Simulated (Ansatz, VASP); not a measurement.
Given: the input of a run of VASP 6.6.1 on NbTe.

Contents of INCAR:

```
SYSTEM = NbTe
PREC = Accurate
ENCUT = 520
EDIFF = 1E-7
ISMEAR = 0
SIGMA = 0.05
LREAL = .FALSE.
LASPH = .TRUE.
NELM = 60
ALGO = Normal
ISIF = 2
LWAVE = .FALSE.
LCHARG = .FALSE.
GGA = PS
NBANDS = 16
```

File KPOINTS:

```
Automatic mesh
0
G
  8 8 7
  0 0 0
```

POSCAR

```
NbTe
1.0
    3.7029743866      0.0000000000      0.0000000000
   -1.8514871933      3.2068698884      0.0000000000
    0.0000000000      0.0000000000      3.6942110000
Te Nb
1 1
Direct
    0.6666666667      0.3333333333      0.0000000000
    0.0000000000      0.0000000000      0.5000000000
```

Potentials or basis: VASP PAW PBE potentials, release 64 (Te, Nb_sv).

Launch:

```console
$ cat potpaw_PBE.64/Te/POTCAR potpaw_PBE.64/Nb_sv/POTCAR > POTCAR
$ mpirun -np 1 vasp_std > vasp.out
```

Problem. Translate it to Ansatz 0.2.0. Potentials there: all-electron LAPW, scalar-relativistic.

Solution. As run (the cutoff follows the program's own potentials):

The input input.yaml:

```yaml
crystal:
  lattice:
    - [3.7029743866, 0.0, 0.0]
    - [-1.8514871933, 3.2068698884, 0.0]
    - [0.0, 0.0, 3.694211]
  atoms:
    - { symbol: Te, position: [0.6666666667, 0.3333333333, 0.0] }
    - { symbol: Nb, position: [0.0, 0.0, 0.5] }
kpoints:
  mp_grid: { grid: [8, 8, 7] }
scf:
  occupations: { method: gaussian, width: 0.05 }
hamiltonian:
  xc: pbesol
  pseudopotentials: { kind: all_electron, lapw: { basis_error: 0.001 } }
output:
  forces: true
  stress: true
  eigenvalues: true
```

Potentials or basis: all-electron LAPW, scalar-relativistic.

Command:

```sh
$ ansatz run input.yaml --threads 1 --pin off --max-ram 3072MiB --backend cpu --events-out ev --progress --plain --runs-dir out
```

Both were run:

|  | VASP | Ansatz | Ansatz less VASP |
| --- | --- | --- | --- |
| gap on the k mesh at the Fermi level (eV) | none | none | - |
| pressure (GPa) | -5.4 | -5.3 | +0.09 |
| largest component of the traceless stress (GPa) | 0.18 | 0.20 | +0.018 |

A gap of «none» marks a metal or a gap that the smearing closes. Ansatz ran all-electron here, so the differences hold the error of VASP's frozen core and of both bases.

Caveats: the PAW data sets were made with another functional, which shifts forces and pressure a little (VASP). The runs have no spin-orbit coupling, so splittings on Te are missing.
